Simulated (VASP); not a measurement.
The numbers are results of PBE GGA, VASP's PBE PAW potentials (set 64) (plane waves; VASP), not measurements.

Input for VASP

KPOINTS:
```
Automatic mesh
0
Gamma
7 7 7
0 0 0
```

POSCAR:
```
NiC
1
    0.0000000000     1.9595810000     1.9595810000
    1.9595810000     0.0000000000     1.9595810000
    1.9595810000     1.9595810000     0.0000000000
C Ni
1 1
Direct
 -0.0054030000   0.0053200000   0.0183220000
  0.5054030000   0.4946800000   0.4816780000
```

INCAR:
```
# general
SYSTEM =NiC
PREC   =Accurate
ENCUT  =400
LREAL  =.FALSE.
LASPH  =.TRUE.

# electronic loop
EDIFF  =1E-6
NELM   =100
ALGO   =Normal
LMAXMIX=4

# smearing
ISMEAR =0
SIGMA  =0.1

# functional
GGA    =PE

# spin
ISPIN  =2
MAGMOM =0.0 2.0

# ions
ISIF   =2

# output
LWAVE  =.FALSE.
LCHARG =.FALSE.
LORBIT =11
```

POTCAR, in this order: C Ni (PBE.64 set). Program: vasp_std.

The resulting files:

### OSZICAR
```
       N       E                     dE             d eps       ncg     rms          rms(c)
DAV:   1     0.429515180781E+02    0.42952E+02   -0.60880E+03  8404   0.133E+03
DAV:   2    -0.137392634381E+02   -0.56691E+02   -0.51307E+02  8636   0.212E+02
DAV:   3    -0.163444445925E+02   -0.26052E+01   -0.25054E+01  9668   0.497E+01
DAV:   4    -0.163748431176E+02   -0.30399E-01   -0.30365E-01  9352   0.548E+00
DAV:   5    -0.163752739359E+02   -0.43082E-03   -0.43080E-03  9660   0.683E-01    0.260E+01
DAV:   6    -0.204338915181E+02   -0.40586E+01   -0.10014E+02  9856   0.189E+02    0.306E+01
DAV:   7    -0.122863091320E+02    0.81476E+01   -0.26643E+01  9540   0.115E+02    0.399E+00
DAV:   8    -0.123212053768E+02   -0.34896E-01   -0.10326E+00 10356   0.128E+01    0.243E+00
DAV:   9    -0.123050709007E+02    0.16134E-01   -0.11931E-01 10220   0.604E+00    0.823E-01
DAV:  10    -0.123050323028E+02    0.38598E-04   -0.51829E-03 10456   0.136E+00    0.329E-01
DAV:  11    -0.123055468474E+02   -0.51454E-03   -0.16362E-03  9932   0.750E-01    0.203E-01
DAV:  12    -0.123054238023E+02    0.12305E-03   -0.11537E-03 11860   0.603E-01    0.621E-02
DAV:  13    -0.123054139532E+02    0.98490E-05   -0.48720E-05 10672   0.111E-01    0.324E-02
DAV:  14    -0.123054138991E+02    0.54121E-07   -0.13079E-05 11160   0.399E-02    0.103E-02
DAV:  15    -0.123054128590E+02    0.10402E-05   -0.15119E-06  4652   0.218E-02    0.394E-03
DAV:  16    -0.123054126581E+02    0.20088E-06   -0.39237E-07  4560   0.844E-03
   1 F= -.12305413E+02 E0= -.12301461E+02  d E =-.790414E-02  mag=     0.0000
```

OUTCAR:
```
------------------------ aborting loop because EDIFF is reached ----------------------------------------
  FORCE on cell =-STRESS in cart. coord.  units (eV):
  Direction    XX          YY          ZZ          XY          YZ          ZX
  --------------------------------------------------------------------------------------
  Total        3.9442721      3.4686275      3.2287819      0.0277051      0.0000624      0.0000200
  in kB      419.9115249    369.2738787    343.7396594      2.9495158      0.0066476      0.0021339
  external PRESSURE =     377.6416877 kB  Pullay stress =       0.0000000 kB
  volume of cell :       15.05
      direct lattice vectors                 reciprocal lattice vectors
     0.000000000  1.959581000  1.959581000    -0.255156587  0.255156587  0.255156587
     1.959581000  0.000000000  1.959581000     0.255156587 -0.255156587  0.255156587
     1.959581000  1.959581000  0.000000000     0.255156587  0.255156587 -0.255156587
 POSITION                                       TOTAL-FORCE (eV/Angst)
 -----------------------------------------------------------------------------------
      0.04633      1.98490      1.95942        -0.399171     -0.162295      0.001770
      1.91325      1.93427      1.95974         0.399171      0.162295     -0.001770
 -----------------------------------------------------------------------------------
    total drift:                               -0.000041      0.000112      0.000003
  FREE ENERGIE OF THE ION-ELECTRON SYSTEM (eV)
  ---------------------------------------------------
  free  energy   TOTEN  =       -12.3054126581 eV

  energy  without entropy=      -12.2975085174  energy(sigma->0) =      -12.30146059

 total charge

# of ion       s       p       d       tot
------------------------------------------
    1        0.899   1.494   0.000   2.393
    2        0.559   0.818   8.476   9.852
--------------------------------------------------
tot          1.458   2.311   8.476  12.245

 magnetization (x)

# of ion       s       p       d       tot
------------------------------------------
    1        0.000   0.000   0.000   0.000
    2        0.000   0.000   0.000   0.000
--------------------------------------------------
tot          0.000   0.000   0.000   0.000
```
(Selected blocks of OUTCAR.)

### OUTCAR
```
 val. band max:       11.6224503615   @ k =   0.0000   0.1429   0.2857

 cond. band min:      11.6420554522   @ k =  -0.2857   0.4286   0.1429


 Fermi energy:        11.6314656107

 spin component 1

 k-point     1 :       0.0000    0.0000    0.0000
  band No.  band energies     occupation
      1      -4.7719      1.00000
      2       7.8170      1.00000
      3       7.8419      1.00000
      4       7.9179      1.00000
      5       8.1269      1.00000
      6       8.2831      1.00000
      7      12.9450      0.00000
      8      12.9762      0.00000
      9      13.0428      0.00000
     10      24.6142      0.00000
     11      28.9664      0.00000
     12      30.7930      0.00000

 k-point     2 :       0.1429    0.0000    0.0000
  band No.  band energies     occupation
      1      -4.2506      1.00000
      2       7.1348      1.00000
      3       7.5146      1.00000
      4       7.6690      1.00000
      5       8.1542      1.00000
      6       8.1862      1.00000
      7      12.0694      0.00000
      8      13.7405      0.00000
      9      13.8520      0.00000
     10      24.9719      0.00000
     11      26.8980      0.00000
     12      30.3791      0.00000

 k-point     3 :       0.0000    0.1429    0.0000
  band No.  band energies     occupation
      1      -4.2506      1.00000
      2       7.1346      1.00000
      3       7.5147      1.00000
      4       7.6693      1.00000
      5       8.1543      1.00000
      6       8.1859      1.00000
      7      12.0692      0.00000
      8      13.7404      0.00000
      9      13.8522      0.00000
     10      24.9718      0.00000
     11      26.8983      0.00000
     12      30.4087      0.00000

 k-point     4 :       0.0000    0.0000    0.1429
  band No.  band energies     occupation
      1      -4.2509      1.00000
      2       7.2065      1.00000
      3       7.4729      1.00000
      4       7.5650      1.00000
...
```

At this cut-off the stress carries a Pulay error, which pulls relaxed volumes low.

The structure was generated: NiC was put into an ordered model structure, which need not be its known phase. The cell was not relaxed at this level. The k-mesh is coarse (spacing up to 0.40 per Å, 2π included), so the numbers may not be converged in it.
